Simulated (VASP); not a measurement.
```
CELL_PARAMETERS angstrom
      5.47230     0.00000     0.00000
      0.00000     5.47230     0.00000
      0.00000     0.00000     5.47230
ATOMIC_POSITIONS crystal
  Cs 0.00000 0.00000 0.00000
  Pb 0.50000 0.50000 0.50000
  Cl 0.50000 0.00000 0.50000
  Cl 0.00000 0.50000 0.50000
  Cl 0.50000 0.50000 0.00000
```

Calculation: LDA (Ceperley-Alder, Perdew-Zunger), VASP's LDA PAW potentials (set 64) (plane waves; VASP). Numerical set-up: 520 eV cut-off, 4×4×4 Γ-centred mesh, Gaussian smearing of 0.050 eV, potentials Cs_sv Pb_d Cl.

Unless said otherwise, spin-orbit coupling is left out, though it shifts the bands of the heavy elements here.

Problem. What does the run give for the energy per atom (σ→0), band gap (on the k-mesh) with the smallest direct gap where there is one?

Solution. 
band gap (on the k-mesh): 1.36 eV
smallest direct gap (on the k-mesh): 1.36 eV
energy per atom (σ→0): -3.877 eV/atom

The compound is CsPbCl3 in the cubic perovskite structure, the ideal cubic form; the compound distorts at low or room temperature. This cell is one point of a volume scan, at 0.97 of the reference volume.
